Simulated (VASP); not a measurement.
Method: PBEsol GGA, VASP's PBE PAW potentials (set 64) (plane waves; VASP).

The input files of a VASP run:

INCAR:
```
! general
SYSTEM   =  SiGe
PREC     =  Accurate
ENCUT    =  500
LREAL    =  .FALSE.
LASPH    =  .TRUE.   ! aspherical one-centre terms

! electronic loop
EDIFF    =  1E-6
NELM     =  100   ! most electronic steps
ALGO     =  Normal   ! blocked Davidson
LMAXMIX  =  4

! smearing
ISMEAR   =  0   ! Gaussian
SIGMA    =  0.05

! functional
GGA      =  PS

! ions
IBRION   =  2   ! conjugate gradients
NSW      =  40   ! most ionic steps
ISIF     =  3   ! ions, shape and volume
EDIFFG   =  -0.02

! output
LWAVE    =  .FALSE.
LCHARG   =  .FALSE.
```

File KPOINTS:
```
kpoints
0
G
  7 7 4
0 0 0
```

**POSCAR**
```
SiGe
1
    3.9028653298     0.0000000000     0.0000000000
   -1.9514326649     3.3799805133    -0.0000000000
    0.0000000000     0.0000000000     6.4401998586
Si Ge
2 2
Direct
  0.3333330000   0.6666670000   0.0003663539
  0.6666670000   0.3333330000   0.5003663539
  0.3333330000   0.6666670000   0.3746336461
  0.6666670000   0.3333330000   0.8746336461
```

POTCAR, in this order: Si Ge_d (PBE.64 set). Program: vasp_std.

**Question.** What will the output report for the number of irreducible k-points (NKPTS), largest plane-wave count, number of space-group operations, FFT grid (NGX, NGY, NGZ)?

**Answer.** 
```
Quantity                                       Value
--------------------------------------  ------------
number of irreducible k-points (NKPTS)            24
largest plane-wave count                        2174
number of space-group operations                  12
FFT grid (NGX, NGY, NGZ)                28 × 28 × 48
```

The structure was generated: SiGe was put into the wurtzite type (P6_3mc), which need not be its known phase. It was relaxed first, which changed the volume by +12 %.
